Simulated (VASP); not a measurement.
```yaml
crystal:
  lattice:
    - [1.20086, -2.07995, 0.00000]
    - [1.20086, 2.07995, 0.00000]
    - [0.00000, 0.00000, 3.87080]
  atoms:
    - { symbol: Co, position: [0.33333, 0.66667, 0.25000], spin: 1.5 }
    - { symbol: Co, position: [0.66667, 0.33333, 0.75000], spin: 1.5 }
```

Computed with LDA (Ceperley-Alder, Perdew-Zunger), VASP's LDA PAW potentials (set 64) (plane waves; VASP). Run with 520 eV cut-off, 17×17×9 Γ-centred mesh, first-order Methfessel-Paxton smearing of 0.10 eV, potentials Co.

**Question.** Give the stress tensor in GPa (positive for a compressed cell).

**Answer.** 
```
8.96  0.00  0.00
0.00  8.96  0.00
0.00  0.00  8.99
```
The pressure is its mean diagonal, 8.97 GPa.

The compound is Co in the hcp structure. This cell is one point of a volume scan, at 0.97 of the reference volume.
